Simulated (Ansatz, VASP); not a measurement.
**Two plane-wave programs on KC2**

```
K C
1.0
    -2.18724    2.18724    3.67977
     2.18724   -2.18724    3.67977
     2.18724    2.18724   -3.67977
K C
1 2
Cartesian
  0.0000 0.0000 0.0000
  0.0000 0.0000 4.3104
  0.0000 0.0000 3.0491
```

Alike in both runs: functional PBE; k mesh 6 × 6 × 6; occupations gaussian, width 0.1 eV; no spin polarisation.

Ansatz relaxed the structure, and its values are those at the end. VASP's run is a single point on that final structure, the one shown.

|  | VASP | Ansatz |
| --- | --- | --- |
| version | VASP 6.6.1 | Ansatz 0.2.0 |
| potentials or method | VASP PAW PBE potentials, release 64 (K_sv, C) | scalar-relativistic, plane waves, PAW |
| plane-wave cutoff (eV) | 520 | 420 |
| valence electrons in the cell | 17 | 17 |

VASP gave:

```
gap on the k mesh at the Fermi level (eV) : none
pressure (GPa)                            : 0.2
rms of the force components (eV/Å)        : 0.050
```

What did Ansatz give for the same quantities?

gap on the k mesh at the Fermi level (eV): none; pressure (GPa): 0.0; rms of the force components (eV/Å): 0.003.

A gap of «none» marks a metal or a gap that the smearing closes.
